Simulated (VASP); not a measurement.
# CsSi3 (P-3m1) in VASP: settings compared, part 2 of 2

VASP 6.6.1. Earlier steps stand in the parts before.

## (4) Relaxation of cell and atoms, PBEsol, target pressure 30 GPa, at which the enthalpy is minimised

INCAR

```
PREC     = Accurate       # precision mode
ENCUT    = 600            # plane-wave cutoff, eV
EDIFF    = 1E-6           # SCF threshold, eV
ISMEAR   = -1             # smearing method
SIGMA    = 0.05           # smearing width, eV
LREAL    = False          # projectors in reciprocal space
LASPH    = True           # aspherical terms in the spheres
NELM     = 80             # most SCF steps
ALGO     = Fast           # electronic algorithm
ISIF     = 3              # what is computed and relaxed
LWAVE    = False          # write WAVECAR
LCHARG   = False          # write CHGCAR
GGA      = PS             # functional
IBRION   = 2              # ionic algorithm
NSW      = 40             # ionic steps
EDIFFG   = -0.01          # ionic threshold
PSTRESS  = 300
```

KPOINTS

```
regular mesh
0
Gamma
  6 6 3
```

POSCAR

```
CsSi3
1.0
    4.0788500000      0.0000000000      0.0000000000
   -2.0394200000      3.5323900000      0.0000000000
    0.0000000000      0.0000000000      7.5518000000
Cs Si
1 3
Direct
    0.0000000000      0.0000000000      0.5000000000
    0.0000000000      0.0000000000      0.0000000000
    0.3333300000      0.6666700000      0.1090400000
    0.6666700000      0.3333300000      0.8909600000
```

Run with:

```
cat potpaw_PBE.64/Cs_sv/POTCAR potpaw_PBE.64/Si/POTCAR > POTCAR
mpirun -np 1 vasp_std > vasp.out
```

It took 20 min on 1 thread of Intel Xeon Platinum 8488C (Sapphire Rapids), shared host; peak memory 0.33 GiB.

The run converged. Its results:

| Property | Result |
| --- | --- |
| Free energy | -14.1953 eV |
| Relaxed volume | 16.25 Å³/atom |
| Relaxed cell | a = 2.922 Å, b = 2.922 Å, c = 8.792 Å, α = 90.00°, β = 90.00°, γ = 120.02° |
| Space group after relaxing (to 0.05 Å) | P-3m1 (No. 164) |
| Energy change on relaxing (the enthalpy is what falls) | +696.6 meV/atom |
| Ionic steps | 37 |
| Pressure after relaxing | 30.0 GPa |
| Largest force after relaxing | 0.006 eV/Å |
| Band gap on the k mesh | none (metal or under the smearing width) |

Forces in eV/Å, atoms in the order of the input:
```
Cs   0.000  0.000  0.000
Si   0.000  0.000  0.000
Si   0.001 -0.001 -0.006
Si  -0.001  0.001  0.006
```

Step by step:
```
step  energy change (eV)  largest force (eV/Å)  pressure (GPa)  volume (Å³)
   1              0.0000                0.0014           -1.25       108.81
   2             20.5857               10.9230          221.11        44.82
   3              1.3431                1.5315           22.21        80.28
   4              1.7843                1.8168           27.22        77.41
   5              2.0445                1.9775           30.09        75.95
   6              2.1146                0.6210           30.41        73.66
   7              2.2004                0.3128           30.69        73.14
   8              2.1893                0.3488           30.66        73.20
   9              2.0334                0.3878           29.00        73.93
  10              1.5848                0.4126           23.99        76.11
  11              0.9229                0.5437           15.19        80.45
  12              1.5122                0.3795           23.08        76.46
  13              1.5054                0.3809           23.01        76.49
  14              1.4850                0.3848           22.80        76.57
  15              1.4444                0.3793           22.38        76.73
  16              1.3659                0.2988           21.55        77.05
  17              1.2318                0.0118           19.90        77.68
  18              1.2522                0.0561           20.13        77.45
  19              1.3259                0.1802           20.89        76.72
  20              1.5083                0.0045           22.54        75.25
  21              1.9087                0.2092           26.15        72.22
  22              2.9514                0.1525           35.12        65.83
  23              3.4973                0.5268           40.94        62.88
  24              3.1087                0.2508           37.18        64.87
  25              3.3057                0.1795           39.23        63.77
  26              3.3004                0.7473           36.97        63.64
  27              3.2947                0.6698           36.55        63.57
  28              3.2999                1.0370           35.76        63.40
  29              3.3503                1.2840           34.15        62.90
  30              3.3322                1.0029           34.40        63.06
  31              3.3441                1.2235           34.17        62.93
  32              3.0818                1.0234           31.54        63.93
  33              2.6754                0.6910           27.08        65.78
  34              2.7732                0.3684           29.16        65.12
  35              2.8593                0.1179           30.79        64.63
  36              2.8159                0.0501           30.32        64.85
  37              2.7866                0.0058           30.02        65.00
```

Final structure:
```xyz
4
Lattice="2.9222 -0.0005 0.0000 -1.4615 2.5304 0.0000 0.0007 -0.0004 8.7916" Properties=species:S:1:pos:R:3 pbc="T T T"
Cs    0.0004   -0.0002    4.3958
Si    0.0000    0.0000    0.0000
Si   -0.0009    1.6872    1.7550
Si    1.4623    0.8424    7.0366
```

Levels at points of the mesh, in eV from the Fermi level:
| k point | band 7 | band 8 | band 9 | band 10 | band 11 | band 12 | band 13 | band 14 |
| --- | --- | --- | --- | --- | --- | --- | --- | --- |
| (0.00, 0.00, 0.00) | -5.64 | -1.79 | 1.81 | 3.96 | 4.73 | 4.74 | 5.07 | 5.08 |
| (0.50, 0.00, 0.00) | -6.51 | -5.87 | -2.52 | -2.43 | -1.28 | 0.05 | 0.54 | 2.86 |
| (0.50, 0.50, 0.00) | -6.52 | -5.87 | -2.52 | -2.44 | -1.28 | 0.06 | 0.55 | 2.87 |

Caveat: the cell is relaxed towards a set pressure, so the enthalpy falls and the energy may rise; the volume moved by over 15 % at a fixed basis, so the end points are rough; the PAW data sets were made with another functional, which shifts forces and pressure a little.

## (5) Summary

| task | level | cell | k mesh | cutoff (eV) | share of exact exchange | grid for exact exchange (PRECFOCK) | target pressure | mesh quality | gap on the mesh (eV) | pressure (GPa) | largest force (eV/Å) |
| --- | --- | --- | --- | --- | --- | --- | --- | --- | --- | --- | --- |
| single point | HSE(alpha, omega) | as given | 4 × 4 × 2 | 520 | 0.5 | Fast | - | coarse | none | -1.4 | 0.44 |
| relaxation of cell and atoms | PBEsol | relaxed to 20 GPa | 6 × 6 × 3 | 600 | - | - | 20 GPa | not flagged | none | 20.0 | 0.01 |
| relaxation of cell and atoms | PBEsol | relaxed to 30 GPa | 6 × 6 × 3 | 600 | - | - | 30 GPa | not flagged | none | 30.0 | 0.01 |

Alike in all rows: potentials or basis VASP PAW PBE potentials, release 64 (Cs_sv, Si); no spin polarisation; smearing fermi-dirac 0.05 eV.

Caveats: some runs use coarse meshes; the PAW data sets were made with another functional, which shifts forces and pressure a little; the cell is relaxed towards a set pressure, so the enthalpy falls and the energy may rise (some runs); the volume moved by over 15 % at a fixed basis, so the end points are rough (some runs).

Absolute energies hang on the potentials; compare differences alone.
